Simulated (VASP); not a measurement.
Energy against volume of NaF (rock salt). These are PW91 GGA, VASP's PBE PAW potentials (set 64) (plane waves; VASP) values and carry that method's errors. Run with 520 eV cut-off, 10×10×10 Γ-centred mesh, Gaussian smearing of 0.050 eV, potentials Na_pv F.

| V (Å³/atom) | E (eV/atom) |
|---|---|
| 12.123 | -4.31636 |
| 12.510 | -4.32292 |
| 12.897 | -4.32548 |
| 13.284 | -4.32469 |

### Question
Fit these four points and predict the energy of the run at 13.671 Å³/atom.

### Answer
A cubic in V^(−2/3), the third-order Birch-Murnaghan form, passes through the four points with V0 = 12.99 Å³/atom and B0 = 44 GPa, and gives -4.3211 eV/atom there. The run gave -4.3211 eV/atom, +0.0 meV/atom from the fit; all five points give B0 = 45 GPa.

The compound is NaF in the rock salt structure. It was relaxed first.
